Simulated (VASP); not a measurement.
Given:

```yaml
crystal:
  lattice:
    - [-1.55136, 1.55136, 1.55136]
    - [1.55136, -1.55136, 1.55136]
    - [1.55136, 1.55136, -1.55136]
  atoms:
    - { symbol: W, position: [0.00000, 0.00000, 0.00000] }
```

Method: r2SCAN+rVV10, VASP's PBE PAW potentials (set 64) (plane waves; VASP). Run with 520 eV cut-off, 16×16×16 Γ-centred mesh, first-order Methfessel-Paxton smearing of 0.10 eV, potentials W_sv.

Unless said otherwise, spin-orbit coupling is left out, though it shifts the bands of the heavy elements here.

Q: Predict the energy per atom (σ→0), pressure, band gap (on the k-mesh) with the smallest direct gap where there is one.

A: 
```
Property                                                    Result
------------------------  ----------------------------------------
band gap (on the k-mesh)  none (metal, semimetal or under 0.01 eV)
energy per atom (σ→0)                              -51077 meV/atom
pressure                                                 22.40 GPa
```

The absolute energy has meaning only against runs of the same code, potentials and settings.

The compound is W in the bcc structure. This cell is one point of a volume scan, at 0.94 of the reference volume.
